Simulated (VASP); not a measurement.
Input of a VASP 6.6.1 run:

Contents of INCAR:

```
SYSTEM = BIr
PREC     = Accurate       ! precision mode
ENCUT    = 520            ! plane-wave cutoff, eV
EDIFF    = 1E-6           ! SCF threshold, eV
ISMEAR   = 0              ! smearing method
SIGMA    = 0.15           ! smearing width, eV
LREAL    = .FALSE.        ! projectors in reciprocal space
LASPH    = .TRUE.         ! aspherical terms in the spheres
NELM     = 60             ! most SCF steps
ALGO     = Fast           ! electronic algorithm
ISIF     = 2              ! what is computed and relaxed
LWAVE    = .FALSE.        ! write WAVECAR
LCHARG   = .TRUE.         ! write CHGCAR
GGA      = CA             ! functional
LELF     = .TRUE.         ! ELF
LVHAR    = .TRUE.       
NBANDS   = 13             ! bands
```

KPOINTS

```
Automatic mesh
0
G
  18 18 18
  0 0 0
```

The input POSCAR:

```
BIr
1.0
    3.0421080792      0.0000000000      0.0000000000
   -1.5210540396      2.6345428776      0.0000000000
    0.0000000000      0.0000000000      2.4326750790
B Ir
1 1
Direct
    0.3333333333      0.6666666667      0.5000000000
    0.0000000000      0.0000000000      0.0000000000
```

Potentials or basis: VASP PAW LDA potentials, release 64 (B, Ir).

The run is started by

```console
$ cat potpaw_LDA.64/B/POTCAR potpaw_LDA.64/Ir/POTCAR > POTCAR
$ mpirun -np 1 vasp_std > vasp.out
```

Question: What does it give for the band gap on the k mesh?

Answer: None (metal or under the smearing width).

Question: What does it give for the pressure?

Answer: 48.4 GPa.

Stress tensor (GPa, compression positive):
```
 16.83   0.00   0.00
  0.00  16.83   0.00
  0.00   0.00 111.40
```

Caveat: so large a pressure means that the cell lies far from this level's equilibrium, or that cutoff or potentials fall short. Spin-orbit coupling is left out, which matters for the levels of Ir.
